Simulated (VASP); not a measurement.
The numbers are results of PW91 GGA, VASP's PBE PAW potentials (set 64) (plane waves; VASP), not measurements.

The input files of a VASP run:

### KPOINTS
```
Automatic mesh
0
Gamma
13 13 13
0 0 0
```

**INCAR**
```
SYSTEM = HfC
PREC = Accurate
ENCUT = 520
EDIFF = 1E-7
NELM = 100
ALGO = Normal
LREAL = .FALSE.
LASPH = .TRUE.
ISMEAR = 1
SIGMA = 0.1
GGA = 91
LMAXMIX = 6
LWAVE = .FALSE.
LCHARG = .FALSE.
ISIF = 2
```

### POSCAR
```
HfC
3.3537750
  0.0000000000   0.7071066800   0.7071066800
  0.7071066800   0.0000000000   0.7071066800
  0.7071066800   0.7071066800   0.0000000000
Hf C
1 1
Cartesian
  0.0000000000   0.0000000000   0.0000000000
  0.7071066800   0.7071066800   0.7071066800
```

POTCAR, in this order: Hf_pv C (PBE.64 set). Program: vasp_std.

Output of the run:

OSZICAR:
```
       N       E                     dE             d eps       ncg     rms          rms(c)
DAV:   1     0.238852973036E+02    0.23885E+02   -0.78083E+03  1848   0.121E+03
DAV:   2    -0.225768250277E+02   -0.46462E+02   -0.44129E+02  2424   0.212E+02
DAV:   3    -0.243607176301E+02   -0.17839E+01   -0.17651E+01  2401   0.324E+01
DAV:   4    -0.243783086621E+02   -0.17591E-01   -0.17580E-01  2245   0.340E+00
DAV:   5    -0.243785577705E+02   -0.24911E-03   -0.24908E-03  2490   0.321E-01    0.504E+01
DAV:   6    -0.210860937633E+02    0.32925E+01   -0.22742E+01  2105   0.239E+01    0.371E+01
DAV:   7    -0.209914214874E+02    0.94672E-01   -0.83550E-01  2160   0.663E+00    0.244E+01
DAV:   8    -0.209856651967E+02    0.57563E-02   -0.11895E-01  2064   0.306E+00    0.709E+00
DAV:   9    -0.209740234359E+02    0.11642E-01   -0.56732E-02  2092   0.138E+00    0.182E+00
DAV:  10    -0.209737847103E+02    0.23873E-03   -0.11701E-03  2232   0.300E-01    0.500E-01
DAV:  11    -0.209737594002E+02    0.25310E-04   -0.38444E-04  2139   0.129E-01    0.454E-02
DAV:  12    -0.209737565928E+02    0.28073E-05   -0.15316E-05  2208   0.328E-02    0.838E-02
DAV:  13    -0.209737557839E+02    0.80891E-06   -0.73571E-07  2223   0.913E-03    0.250E-03
DAV:  14    -0.209737557630E+02    0.20963E-07   -0.18902E-08  1160   0.116E-03
   1 F= -.20973756E+02 E0= -.20973639E+02  d E =-.351364E-03
```

File OUTCAR:
```
------------------------ aborting loop because EDIFF is reached ----------------------------------------
  FORCE on cell =-STRESS in cart. coord.  units (eV):
  Direction    XX          YY          ZZ          XY          YZ          ZX
  --------------------------------------------------------------------------------------
  Total       -2.0756415     -2.0756415     -2.0756415     -0.0000000      0.0000000      0.0000000
  in kB     -124.6741266   -124.6741266   -124.6741266     -0.0000000      0.0000000      0.0000000
  external PRESSURE =    -124.6741266 kB  Pullay stress =       0.0000000 kB
  volume of cell :       26.67
      direct lattice vectors                 reciprocal lattice vectors
     0.000000000  2.371476706  2.371476706    -0.210839094  0.210839094  0.210839094
     2.371476706  0.000000000  2.371476706     0.210839094 -0.210839094  0.210839094
     2.371476706  2.371476706  0.000000000     0.210839094  0.210839094 -0.210839094
 POSITION                                       TOTAL-FORCE (eV/Angst)
 -----------------------------------------------------------------------------------
      0.00000      0.00000      0.00000        -0.000000      0.000000      0.000000
      2.37148      2.37148      2.37148         0.000000     -0.000000     -0.000000
 -----------------------------------------------------------------------------------
    total drift:                                0.000000      0.000000      0.000000
  FREE ENERGIE OF THE ION-ELECTRON SYSTEM (eV)
  ---------------------------------------------------
  free  energy   TOTEN  =       -20.9737557630 eV

  energy  without entropy=      -20.9734043988  energy(sigma->0) =      -20.97363864
```
(Selected blocks of OUTCAR.)

The compound is HfC in the rock salt structure. This cell is one point of a volume scan, at 1.06 of the reference volume.
